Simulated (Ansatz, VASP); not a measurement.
# Ta (Ta(100)) in two plane-wave programs

One calculation is typed for both programs; each brings its own data sets. How far apart do they land? Of the first pair: The structure shown is the start of the Ansatz relaxation below; VASP solves that cell, so the two are compared at the walk's first step.

Method: plane waves, with VASP 6.6.1 beside it; LDA, in Ansatz 0.2.0.

### 1. The starting structure

The cell holds 5 atoms: 5 Ta. Cell: a = 3.310 Å, b = 3.310 Å, c = 24.620 Å, α = 90.0°, β = 90.0°, γ = 90.0°. Vacuum lies along c.

### 2. Ansatz: relaxation, LDA

Ansatz runs on its default PAW (the set named soft_2) files.

The two programs are compared at the cell with which this relaxation starts, whose forces are those of its first step.

The input, input.yaml:

```yaml
crystal:
  lattice:
    - [3.31, 0.0, 0.0]
    - [0.0, 3.31, 0.0]
    - [0.0, 0.0, 24.62]
  atoms:
    - { symbol: Ta, position: [0.0, 0.0, 0.3655564582] }
    - { symbol: Ta, position: [0.5, 0.5, 0.4327782291] }
    - { symbol: Ta, position: [0.0, 0.0, 0.5] }
    - { symbol: Ta, position: [0.5, 0.5, 0.5672217709] }
    - { symbol: Ta, position: [0.0, 0.0, 0.6344435418] }
kpoints:
  mp_grid: { grid: [9, 9, 1] }
hamiltonian:
  xc: lda
scf:
  occupations: { method: fermi_dirac, width: 0.1 }
  convergence: { dr2_threshold: 1.0e-08 }
efield:
  axis: 3
  dipole_correction: true
  ramp_position: 0.97
  ramp_width: 0.06
relax:
  f_tol: 0.02
  max_steps: 60
  constraints: [{ sites: [0, 1] }]
output:
  write_potential: true
  write_density: true
  volumetric_format: npy
```

Started as:

```sh
ansatz run input.yaml --threads 8 --pin off --max-ram 12288MiB --backend cpu --events-out ev --progress --plain --runs-dir out
```

Numbers of over 12 decimals in the logs are rounded to 6 here.

What it wrote:

```text
Engine: ansatz 0.2.0, aarch64-unknown-linux-gnu
Pseudopotentials: kind: paw
Pseudopotential: Ta, paw, valence charge 13, recommended cutoff 420 eV (normal), Ta.paw.azcp
Functional definition: SPW92
  exchange = slater_x
  correlation = pw_c
Crystal: 5 atoms, lattice volume = 269.739 Å³
Basis set: ecut = 420 eV, 5323 PW (Γ)
Bands: 39, of which v1, the nominal top of the filled ones, is band 33 counted from 1 (32 counted from 0)
Symmetry: 8 space group operations
k-points: 15 of 81
Non-local potential: Ta, projectors of the file, l = 0: 3, l = 1: 2, l = 2: 2, l = 3: 1
PAW form: soft (Blöchl's): semilocal exchange-correlation on the pseudo side does not see the compensation charge
PAW frozen core: Ta, regenerated for the run's functional, and the local potential with it (the file was generated under x = pbe(κ = 0.804, μ = 0.219515), c = pbe(β = 0.066725))
PAW one-centre angular grid: Ta, 590 points (default); XC on 64 Gauss nodes
Initial density: superposition of atomic densities (neutral atoms: chi_scale 0, normalization atom), corrected by the library's trained network
Initial wavefunctions: pseudopotential atomic-orbital guess
Functional: x = slater, c = lda
SCF iter   1: F=—  HF=-48408.607206 eV  |F-HF|=—  |Δ(HF+E_count)|=         —  Δρ=8.10e-3  dr2=2.28e0  ethr=1.77e-3  p=-0.000 e·Å  D=-5.18e-14 V/Å  ΔV_dip=0.00 eV  dr2_dipole=3.68e-9  V_vac-E_F(+/−)=4.44/4.44 eV  ⟨swp⟩=8.1  Hψ=2757  notcnv=0
efield: sawtooth ramp at fractional position 0.9700 (set: `efield.ramp_position`, or a place that a band, a saddle search or an elastic batch's reference lends), width 0.0600; the density the first Hamiltonian is built on has a dipole p = -0.000 e·Å; the dipole correction subtracts the counter field D = -5.18e-14 V/Å, which shifts the + side's vacuum level by +0.00 eV against the − side's; the planar-averaged density in the ramp window peaks in size at 2.5e-5 e/Å³
preconditioner: auto → LDOS  [metal: Δε(μ)=0.039 eV  Ē_g=3.294 eV  σ=0.100 eV  W_gap=0.10  n_scr=44 (ndim 8)  ℏωp=11.3 eV  f_vac=0.563  D(μ)=5.40/eV (n_scr^D=18)  β→1.0]
SCF iter   2: F=—  HF=-48408.514113 eV  |F-HF|=—  |Δ(HF+E_count)|=   9.31e-2  Δρ=3.99e-3  dr2=4.94e-1  ethr=1.77e-3  p=-0.000 e·Å  D=-8.87e-7 V/Å  ΔV_dip=0.00 eV  dr2_dipole=2.61e-9  V_vac-E_F(+/−)=4.16/4.16 eV  ⟨swp⟩=3.2  Hψ=850  notcnv=0
SCF iter   3: F=—  HF=-48408.497070 eV  |F-HF|=—  |Δ(HF+E_count)|=   1.70e-2  Δρ=6.76e-4  dr2=5.68e-3  ethr=7.59e-4  p=0.000 e·Å  D=4.39e-6 V/Å  ΔV_dip=-0.00 eV  dr2_dipole=1.27e-8  V_vac-E_F(+/−)=4.21/4.21 eV  ⟨swp⟩=1.5  Hψ=606  notcnv=0
SCF iter   4: F=—  HF=-48408.497299 eV  |F-HF|=—  |Δ(HF+E_count)|=   2.29e-4  Δρ=2.37e-4  dr2=2.98e-4  ethr=8.73e-6  p=0.000 e·Å  D=4.21e-6 V/Å  ΔV_dip=-0.00 eV  dr2_dipole=9.77e-10  V_vac-E_F(+/−)=4.19/4.19 eV  ⟨swp⟩=2.3  Hψ=809  notcnv=0
SCF iter   5: F=—  HF=-48408.497292 eV  |F-HF|=—  |Δ(HF+E_count)|=   7.46e-6  Δρ=5.94e-5  dr2=1.92e-5  ethr=4.59e-7  p=0.000 e·Å  D=1.52e-6 V/Å  ΔV_dip=-0.00 eV  dr2_dipole=4.33e-12  V_vac-E_F(+/−)=4.19/4.19 eV  ⟨swp⟩=2.6  Hψ=895  notcnv=0
SCF iter   6: F=—  HF=-48408.497296 eV  |F-HF|=—  |Δ(HF+E_count)|=   4.53e-6  Δρ=1.53e-5  dr2=3.76e-6  ethr=2.96e-8  p=0.000 e·Å  D=4.06e-7 V/Å  ΔV_dip=-0.00 eV  dr2_dipole=1.16e-11  V_vac-E_F(+/−)=4.19/4.19 eV  ⟨swp⟩=2.9  Hψ=1017  notcnv=0
SCF iter   7: F=—  HF=-48408.497364 eV  |F-HF|=—  |Δ(HF+E_count)|=   6.76e-5  Δρ=4.19e-6  dr2=1.91e-7  ethr=5.78e-9  p=0.000 e·Å  D=1.79e-7 V/Å  ΔV_dip=-0.00 eV  dr2_dipole=1.88e-12  V_vac-E_F(+/−)=4.19/4.19 eV  ⟨swp⟩=2.5  Hψ=893  notcnv=0
SCF iter   8: F=—  HF=-48408.497364 eV  |F-HF|=—  |Δ(HF+E_count)|=   1.57e-8  Δρ=1.06e-6  dr2=1.32e-8  ethr=2.95e-10  p=0.000 e·Å  D=7.77e-8 V/Å  ΔV_dip=-0.00 eV  dr2_dipole=3.23e-14  V_vac-E_F(+/−)=4.19/4.19 eV  ⟨swp⟩=2.2  Hψ=904  notcnv=0
SCF iter   9: F=-48408.497364 eV  HF=-48408.497364 eV  |F-HF|=2.55e-10  |Δ(HF+E_count)|=   1.05e-9  Δρ=3.39e-7  dr2=6.84e-10  ethr=1.54e-11  p=0.000 e·Å  D=1.98e-8 V/Å  ΔV_dip=-0.00 eV  dr2_dipole=7.43e-16  V_vac-E_F(+/−)=4.19/4.19 eV  ⟨swp⟩=10.5  Hψ=4087  notcnv=0
SCF 1 converged in 9 iterations: F = -48408.497364 eV  dr2 = 6.84e-10
  greatest PAW one-centre occupation: 1.000 electrons in one spin orbital (limit 2), on the Ta atom at site 1 (counted from 0), in its partial waves of l = 0
relax step   1: F+E_penalty+E_count = -48408.49736406 eV  Δ(F+E_penalty+E_count) = +0.000e0 eV  max|allowed force component| = 2.084e0 eV/Å  Δτ_max = 0.0000 Å  (9 SCF iters, accepted)
[...]
relax step   4: F+E_penalty+E_count = -48408.89031524 eV  Δ(F+E_penalty+E_count) = -6.747e-3 eV  max|allowed force component| = 4.960e-2 eV/Å  Δτ_max = 0.0317 Å  (8 SCF iters, accepted)
[...]
relax step   5: F+E_penalty+E_count = -48408.89043128 eV  Δ(F+E_penalty+E_count) = -1.160e-4 eV  max|allowed force component| = 4.166e-3 eV/Å  Δτ_max = 0.0051 Å  (6 SCF iters, accepted)
NSCF: frozen V_eff on 15 k-points
the band table was solved once a step of the walk had ended and its energy, with any forces and stress, was formed, with the checks that follow a solve (2733 applications of the Hamiltonian). They found nothing against the state; the energy, forces and stress were not computed again (output.eigenvalues in the input reference)
WARN: The output density's exchange-correlation potential varies sharply where the density is thin. Do not read a vacuum level from v_tot or v_xc, or from such a field of the output density. On a cell that repeats whose density bears no net charge and no dipole along the vacuum's axis use v_es (v_loc + v_h of the components); under efield.dipole_correction with no amplitude use v_es + v_field, which holds any externa [...]
SCF converged after 6 iterations
Free energy (F): -48408.890431 eV
Harris-Foulkes:  -48408.890431 eV  (|F-HF|=1.96e-10)
Internal energy: -48408.733886 eV  (E = F + TS)
E sigma→0 (E₀):  -48408.812159 eV
Entropy (-TS):   -0.156545 eV (-31.309 meV/atom)
Fermi energy:    3.606962 eV
Dipole field:    D = 0.008641 V/Å  (p = 0.012881 e·Å, saw-weighted, corrected)
Work function:   Φ+ = 3.9830 eV   Φ− = 4.1957 eV
Levels:          The Fermi level and band energies are counted from a zero that moves with the ramp; work functions are not
--- Per-component energies (eV) ---
  E_band       = -1513.077666
  E_kinetic    = 1826.077198
  E_local      = -69519.342497  (includes V_loc(G=0)·N_el)
  E_nonlocal   = 104.334630
  E_hartree    = 33839.451014
  E_xc         = -1079.174323
  E_vxc        = -1013.924161  (∫ρ·V_xc dr)
  E_paw        = -40744.057951  (= ΣΔE_a)
  E_vpaw       = -589.188877  (= ΣTr[D̂ρ^β])
  E_aug_tail   = 0.000724  (compensation charges beyond the density's cutoff)
  E_efield     = 0.000056  (sawtooth field / dipole correction)
  E_vefield    = 0.062684  (∫n·V_field dr)
  E_ewald      = 27162.682748
  E_core_change = 1.294514  (= ΣΔE_core)
  E_smearing   = -0.156545  (= −TS)
  E_closure    = 0.000000  (closes the sum)
  Σ components = -48408.890431   (vs F -48408.890431, Δ=0.00e0)
--- Forces (eV/Å), atoms counted from 1 ---
  atom   1  Ta    -0.00000000     0.00000000     2.05696252
  atom   2  Ta    -0.00000000     0.00000000    -2.06111692
  atom   3  Ta    -0.00000000     0.00000000    -0.00342778
  atom   4  Ta    -0.00000000     0.00000000     0.00416634
  atom   5  Ta    -0.00000000     0.00000000     0.00333617
  max |Σ_I F_I| component: 7.97e-5 eV/Å
--- Band table (eV; the first three rows and the last of 15) ---
  k-point 0: bands = [... 29 lower, 3.7135, 3.7926, 4.0497, 4.0497, 4.2957, 4.2957, 4.6748, 4.6748, ... 2 higher]
  k-point 1: bands = [... 29 lower, 3.3089, 3.6050, 3.6114, 4.0170, 4.1517, 4.3026, 4.4593, 4.7970, ... 2 higher]
  k-point 2: bands = [... 29 lower, 2.9385, 2.9547, 3.3948, 3.6567, 4.1227, 4.1550, 4.6955, 5.2072, ... 2 higher]
  k-point 14: bands = [... 29 lower, 2.5746, 2.6175, 3.2371, 3.4018, 5.2366, 5.3658, 5.6153, 5.6165, ... 2 higher]
--- Relaxed structure (5 steps of the walk, 5 accepted, 0 SCFs on fresh bases) ---
  F+E_penalty+E_count = -48408.89043128 eV   max|allowed force component| = 4.166e-3 eV/Å
  atoms:
    - { symbol: Ta, position: [0.0, 0.0, 0.3655564582] }
    - { symbol: Ta, position: [0.5, 0.5, 0.4327782291] }
    - { symbol: Ta, position: [0, 0.0, 0.496967] }
    - { symbol: Ta, position: [0.5, 0.5, 0.563515] }
    - { symbol: Ta, position: [0, 0.0, 0.618559] }
```

### 3. VASP: single point, LDA, start cell, pair 1

The same cell, functional (in two slightly different forms), mesh and smearing now go to VASP, with its own data sets.

Lines of VASP's logs that name or quote its potential files are left out, and so is its time.

The input, INCAR:

```
SYSTEM = Ta
PREC = Accurate
ENCUT = 400
EDIFF = 1E-06
NELM = 120
ISMEAR = -1
SIGMA = 0.1
LREAL = .FALSE.
ALGO = Normal
GGA = PW92
NBANDS = 34
LASPH = .TRUE.
LORBIT = 11
LWAVE = .FALSE.
LCHARG = .FALSE.
ISIF = 2
LDIPOL = .TRUE.
IDIPOL = 3
DIPOL = 0.5 0.5 0.5
LVHAR = .TRUE.
GGA_COMPAT = .FALSE.
NELMDL = -8
KPAR = 2
```

The input, POSCAR:

```
Ta
1.0
    3.3100000000      0.0000000000      0.0000000000
    0.0000000000      3.3100000000      0.0000000000
    0.0000000000      0.0000000000     24.6200000000
Ta
5
Direct
    0.0000000000      0.0000000000      0.3655564582
    0.5000000000      0.5000000000      0.4327782291
    0.0000000000      0.0000000000      0.5000000000
    0.5000000000      0.5000000000      0.5672217709
    0.0000000000      0.0000000000      0.6344435418
```

The input, KPOINTS:

```
Automatic mesh
0
Gamma
9 9 1
0 0 0
```

Potentials, in the order of the species: Ta_pv (LDA family, release 64).

Started as:

```sh
mpirun -np 2 vasp_std
```

What it wrote:

```text
[banner, memory and clock lines left out]
running    2 mpi-ranks, on    1 nodes
 distrk:  each k-point on    1 cores,    2 groups
 distr:  one band on    1 cores,    1 groups

 POSCAR found type information on POSCAR Ta
 POSCAR found :  1 types and       5 ions
|                                                                             |
|               ----> ADVICE to this user running VASP <----                  |
|                                                                             |
|     You enforced a specific xc type in the INCAR file but a different       |
|     [... a line on the potential file left out ...]
|     I HOPE YOU KNOW WHAT YOU ARE DOING!                                     |
|                                                                             |

 LDA part: xc-table for (Slater(with rela. corr.)+PW92), standard interpolation
 POSCAR, INCAR and KPOINTS ok, starting setup
 FFT: planning ... GRIDC
 FFT: planning ... GRID_SOFT
 FFT: planning ... GRID
 WAVECAR not read
 entering main loop
       N       E                     dE             d eps       ncg     rms          rms(c)
DAV:   1     0.377364528327E+03    0.37736E+03   -0.27833E+04  1324   0.114E+03
DAV:   2    -0.466187237052E+02   -0.42398E+03   -0.41603E+03  1212   0.333E+02
DAV:   3    -0.657008961272E+02   -0.19082E+02   -0.18656E+02  1296   0.618E+01
DAV:   4    -0.665776090125E+02   -0.87671E+00   -0.86758E+00  1550   0.110E+01
DAV:   5    -0.665955604023E+02   -0.17951E-01   -0.17897E-01  1486   0.149E+00
DAV:   6    -0.665964542934E+02   -0.89389E-03   -0.89255E-03  1584   0.264E-01
DAV:   7    -0.665964856502E+02   -0.31357E-04   -0.31325E-04  1486   0.453E-02
DAV:   8    -0.665964879617E+02   -0.23115E-05   -0.23110E-05  1390   0.934E-03    0.276E+01
DAV:   9    -0.703137205809E+02   -0.37172E+01   -0.11691E+02  1392   0.452E+01    0.181E+01
DAV:  10    -0.680799460439E+02    0.22338E+01   -0.26370E+02  1344   0.388E+01    0.152E+01
DAV:  11    -0.611433038538E+02    0.69366E+01   -0.27198E+01  1350   0.192E+01    0.633E+00
DAV:  12    -0.598475185636E+02    0.12958E+01   -0.54030E+00  1468   0.987E+00    0.289E+00
DAV:  13    -0.597014698923E+02    0.14605E+00   -0.45008E-01  1592   0.359E+00    0.206E+00
DAV:  14    -0.596932069578E+02    0.82629E-02   -0.42720E-02  1434   0.130E+00    0.166E+00
[...]
DAV:  19    -0.595948996394E+02    0.28550E-04   -0.11483E-03  1348   0.157E-01    0.157E-02
DAV:  20    -0.595951567606E+02   -0.25712E-03   -0.11902E-04  1124   0.345E-02    0.172E-02
DAV:  21    -0.595953159058E+02   -0.15915E-03   -0.11629E-04  1240   0.352E-02    0.148E-02
DAV:  22    -0.595953799319E+02   -0.64026E-04   -0.34555E-05  1082   0.243E-02    0.345E-03
DAV:  23    -0.595953967379E+02   -0.16806E-04   -0.43728E-06   974   0.513E-03    0.196E-03
DAV:  24    -0.595954064907E+02   -0.97528E-05   -0.21331E-06   760   0.495E-03    0.157E-03
DAV:  25    -0.595954076251E+02   -0.11344E-05   -0.34199E-07   724   0.259E-03    0.457E-04
DAV:  26    -0.595954080729E+02   -0.44787E-06   -0.36371E-07   662   0.173E-03
   1 F= -.59595408E+02 E0= -.59496428E+02  d E =-.197960E+00
```

From OUTCAR (step 3):

```text
ion  position               nearest neighbor table
   1  0.000  0.000  0.366-   2 2.87   2 2.87   2 2.87   2 2.87   3 3.31
   2  0.500  0.500  0.433-   3 2.87   3 2.87   3 2.87   3 2.87   1 2.87   1 2.87   1 2.87   1 2.87
                             4 3.31
   3  0.000  0.000  0.500-   2 2.87   4 2.87   2 2.87   4 2.87   2 2.87   4 2.87   2 2.87   4 2.87
                             1 3.31   5 3.31
   4  0.500  0.500  0.567-   3 2.87   3 2.87   3 2.87   3 2.87   5 2.87   5 2.87   5 2.87   5 2.87
                             2 3.31
   5  0.000  0.000  0.634-   4 2.87   4 2.87   4 2.87   4 2.87   3 3.31

  LATTYP: Found a simple tetragonal cell.
 ALAT       =     3.3100000000
 C/A-ratio  =     7.4380664653

 Subroutine GETGRP returns: Found 16 space group operations
 (whereof 16 operations were pure point group operations)

The static configuration has the point symmetry D_4h.

 Found     15 irreducible k-points:

   k-points           NKPTS =     15   k-points in BZ     NKDIM =     15   number of bands    NBANDS=     34

   dimension x,y,z NGX =    24 NGY =   24 NGZ =  162
   dimension x,y,z NGXF=    48 NGYF=   48 NGZF=  324

   ENCUT  =  400.0 eV  29.40 Ry    5.42 a.u.   5.40  5.40 40.15*2*pi/ulx,y,z

   NELECT =      55.0000    total number of electrons

 k-points in reciprocal lattice and weights: Automatic mesh
   0.00000000  0.00000000  0.00000000       0.012
   0.11111111  0.00000000  0.00000000       0.049
   0.22222222  0.00000000  0.00000000       0.049
   0.33333333  0.00000000  0.00000000       0.049
   0.44444444  0.00000000  0.00000000       0.049
   0.11111111  0.11111111  0.00000000       0.049
   0.22222222  0.11111111  0.00000000       0.099
   0.33333333  0.11111111  0.00000000       0.099
   0.44444444  0.11111111  0.00000000       0.099
[...]
0.44444444  0.33333333  0.00000000       0.099
   0.44444444  0.44444444  0.00000000       0.049

 dipolmoment           0.000000      0.000000      0.000000 electrons x Angstroem

 average (electrostatic) potential at core
       1 -44.2432       2 -43.2612       3 -43.1831       4 -43.2612       5 -44.2432

 E-fermi :  -0.7095

 k-point     1 :       0.0000    0.0000    0.0000
  band No.  band energies     occupation
    ...
     21      -3.7793      2.00000
     22      -3.5175      2.00000
     23      -1.9953      1.99999
     24      -0.8760      1.68188
     25      -0.7066      0.98534
     26      -0.2993      0.03254
     27      -0.2993      0.03254
     28      -0.2503      0.02005
     29      -0.2503      0.02005
     30      -0.0109      0.00185
    ...

 k-point     2 :       0.1111    0.0000    0.0000
  band No.  band energies     occupation
    ...
     22      -3.3236      2.00000
     23      -2.0094      2.00000
     24      -1.0359      1.92635
     25      -0.7610      1.25218
     26      -0.6957      0.93089
     27      -0.5622      0.37293
     28      -0.5482      0.33235
     29      -0.0876      0.00398
     30      -0.0571      0.00293
     31       0.0714      0.00081
    ...

 k-point     3 :       0.2222    0.0000    0.0000
  band No.  band energies     occupation
    ...
     23      -1.7626      1.99995
     24      -1.3233      1.99569
     25      -1.2645      1.99225
     26      -1.2380      1.98992
     27      -0.9400      1.81866
     28      -0.5695      0.39573
     29      -0.3606      0.05926
     30      -0.2696      0.02428
     31       0.3034      0.00008
     32       0.4773      0.00001
    ...

  Total      -11.6042532    -11.6042532     -9.0431812      0.0000000      0.0000000      0.0000000
  in kB      -68.9261056    -68.9261056    -53.7140353      0.0000000      0.0000000      0.0000000
  external PRESSURE =     -63.8554155 kB  Pullay stress =       0.0000000 kB

  energy-cutoff  :      400.00
  volume of cell :      269.74
      direct lattice vectors                 reciprocal lattice vectors
     3.310000000  0.000000000  0.000000000     0.302114804  0.000000000  0.000000000
     0.000000000  3.310000000  0.000000000     0.000000000  0.302114804  0.000000000
     0.000000000  0.000000000 24.620000000     0.000000000  0.000000000  0.040617384

 POSITION                                       TOTAL-FORCE (eV/Angst)
 -----------------------------------------------------------------------------------
      0.00000      0.00000      9.00000         0.000000      0.000000      2.060329
      1.65500      1.65500     10.65500        -0.000000      0.000000     -1.404416
      0.00000      0.00000     12.31000        -0.000000      0.000000     -0.000000
      1.65500      1.65500     13.96500        -0.000000      0.000000      1.404416
      0.00000      0.00000     15.62000        -0.000000     -0.000000     -2.060329
 -----------------------------------------------------------------------------------
    total drift:                                0.000000      0.000000      0.000000

  FREE ENERGIE OF THE ION-ELECTRON SYSTEM (eV)
  ---------------------------------------------------
  free  energy   TOTEN  =       -59.5954080729 eV

  energy  without entropy=      -59.3974476537  energy(sigma->0) =      -59.49642786

 vacuum level on the upper side and lower side of the slab         3.474         3.474

 total charge
# of ion       s       p       d       tot
------------------------------------------
    1        0.374   6.058   2.287   8.718
    2        0.371   6.166   2.384   8.922
    3        0.366   6.170   2.397   8.932
    4        0.371   6.166   2.384   8.922
    5        0.374   6.058   2.287   8.718
--------------------------------------------------
tot          1.855  30.618  11.739  44.212

[... 3 further parts left out ...]
```

This run has no spin polarisation. Its electron count is odd, so without a moment it is a metal by construction.

[end of part 1 of 2]

[Lines on the potential files, build, host, timing and source positions are cut from VASP's logs without a mark.]

[Logs are printed without paths, hosts, clocks, repeated set-up lines and the standing remarks that a program may print on its own settings, such as how far it seeks lower states.]

[Hosts, paths, dates, database ids (printed as entryN), source tags and the programs' standing remarks are cut or masked in the printed files.]
